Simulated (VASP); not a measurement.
Output of a VASP run:

File OSZICAR:
```
       N       E                     dE             d eps       ncg     rms          rms(c)
DAV:   1     0.698293030439E+03    0.69829E+03   -0.31585E+04  7256   0.230E+03
DAV:   2     0.245062181056E+02   -0.67379E+03   -0.63651E+03  7718   0.616E+02
DAV:   3    -0.624293071544E+02   -0.86936E+02   -0.84584E+02  8910   0.205E+02
DAV:   4    -0.657503534576E+02   -0.33210E+01   -0.30804E+01  8516   0.359E+01
DAV:   5    -0.658072255415E+02   -0.56872E-01   -0.56794E-01  7436   0.543E+00    0.475E+01
DAV:   6    -0.606640130060E+02    0.51432E+01   -0.15841E+02  8896   0.122E+02    0.497E+01
DAV:   7    -0.529511962500E+02    0.77128E+01   -0.11147E+02  9220   0.123E+02    0.213E+01
DAV:   8    -0.508916250856E+02    0.20596E+01   -0.86463E+00  7526   0.302E+01    0.785E+00
DAV:   9    -0.505898396508E+02    0.30179E+00   -0.16841E+00  9522   0.132E+01    0.278E+00
DAV:  10    -0.506011600448E+02   -0.11320E-01   -0.17121E-01  7566   0.343E+00    0.156E+00
DAV:  11    -0.505971819728E+02    0.39781E-02   -0.17783E-02  7880   0.169E+00    0.547E-01
DAV:  12    -0.505961422035E+02    0.10398E-02   -0.70359E-03  8762   0.125E+00    0.184E-01
DAV:  13    -0.505962391255E+02   -0.96922E-04   -0.55607E-04  7830   0.173E-01    0.586E-02
DAV:  14    -0.505962297493E+02    0.93762E-05   -0.79684E-05  8410   0.630E-02    0.333E-02
DAV:  15    -0.505962273136E+02    0.24357E-05   -0.38551E-05  8290   0.831E-02    0.179E-02
DAV:  16    -0.505962266207E+02    0.69289E-06   -0.47190E-06  6838   0.301E-02
   1 F= -.48939082E+02 E0= -.48938984E+02  d E =-.489391E+02  mag=    -0.0000
```

### OUTCAR
```
------------------------ aborting loop because EDIFF is reached ----------------------------------------
  FORCE on cell =-STRESS in cart. coord.  units (eV):
  Direction    XX          YY          ZZ          XY          YZ          ZX
  --------------------------------------------------------------------------------------
  Total        1.6744581      1.6744581      1.6346179      0.0000000      0.0000000      0.0000000
  in kB       50.5223865     50.5223865     49.3203126      0.0000000      0.0000000      0.0000000
  external PRESSURE =       0.1216952 kB  Pullay stress =      50.0000000 kB
  volume of cell :       53.10
      direct lattice vectors                 reciprocal lattice vectors
     4.341867005  0.000000000  0.000000000     0.230315668  0.000000000  0.000000000
     0.000000000  4.341867005  0.000000000     0.000000000  0.230315668  0.000000000
     0.000000000  0.000000000  2.816747826     0.000000000  0.000000000  0.355019356
 POSITION                                       TOTAL-FORCE (eV/Angst)
 -----------------------------------------------------------------------------------
      0.00000      0.00000      0.00000         0.000000      0.000000     -0.000000
      2.17093      2.17093      1.40837         0.000000      0.000000     -0.000000
      1.31519      1.31519      0.00000        -0.004009     -0.004009      0.000000
      3.48612      0.85575      1.40837        -0.004009      0.004009     -0.000000
      0.85575      3.48612      1.40837         0.004009     -0.004009     -0.000000
      3.02668      3.02668      0.00000         0.004009      0.004009     -0.000000
 -----------------------------------------------------------------------------------
    total drift:                                0.000000      0.000000      0.000000
  FREE ENERGIE OF THE ION-ELECTRON SYSTEM (eV)
  ---------------------------------------------------
  free  energy   TOTEN  =       -50.5962266207 eV

  energy  without entropy=      -50.5959341067  energy(sigma->0) =      -50.59612912
  enthalpy is  TOTEN    =       -48.9390819565 eV   P V=        1.6571446642

 total charge

# of ion       s       p       d       tot
------------------------------------------
    1        0.378   6.518   4.989  11.885
    2        0.378   6.518   4.989  11.885
    3        1.562   3.464   0.000   5.025
    4        1.562   3.464   0.000   5.025
    5        1.562   3.464   0.000   5.025
    6        1.562   3.464   0.000   5.025
--------------------------------------------------
tot          7.002  26.891   9.978  43.871

 magnetization (x)

# of ion       s       p       d       tot
------------------------------------------
    1        0.011   0.020   2.362   2.393
    2       -0.011  -0.020  -2.362  -2.393
    3       -0.001  -0.045   0.000  -0.046
    4        0.001   0.045   0.000   0.046
    5        0.001   0.045   0.000   0.046
    6       -0.001  -0.045   0.000  -0.046
--------------------------------------------------
tot          0.000   0.000   0.000   0.000

 reached required accuracy - stopping structural energy minimisation
```
(Selected blocks of OUTCAR.)

**POSCAR**
```
MnO2
1
    4.3418670050    -0.0000000000     0.0000000000
   -0.0000000000     4.3418670050     0.0000000000
    0.0000000000     0.0000000000     2.8167478261
Mn O
2 4
Direct
  0.0000000000   0.0000000000   0.0000000000
  0.5000000000   0.5000000000   0.5000000000
  0.3029084327   0.3029084327   0.0000000000
  0.8029084327   0.1970915673   0.5000000000
  0.1970915673   0.8029084327   0.5000000000
  0.6970915673   0.6970915673   0.0000000000
```

Problem. Reconstruct the remaining input files.

Solution. One answer among several that fit: the input of the run itself, PBEsol GGA, plane waves, VASP's PBE PAW potentials (set 64).

### INCAR
```
ALGO = Normal
EDIFF = 1E-6
EDIFFG = -0.02
ENCUT = 620
GGA = PS
IBRION = 2
ISIF = 3
ISMEAR = 1
ISPIN = 2
LASPH = T
LCHARG = F
LMAXMIX = 4
LORBIT = 10
LREAL = F
LWAVE = F
MAGMOM = 2.4 -2.4 -0.0 2*0.0 -0.0
NELM = 100
NSW = 40
PREC = Accurate
PSTRESS = 50
SIGMA = 0.1
SYSTEM = MnO2
```

### KPOINTS
```
Automatic
0
gamma
7 7 11
0 0 0
```

POTCAR, in this order: Mn_pv O (PBE.64 set). Program: vasp_std.

The compound is MnO2 in the rutile structure. It was relaxed first under an external pressure of 5 GPa.
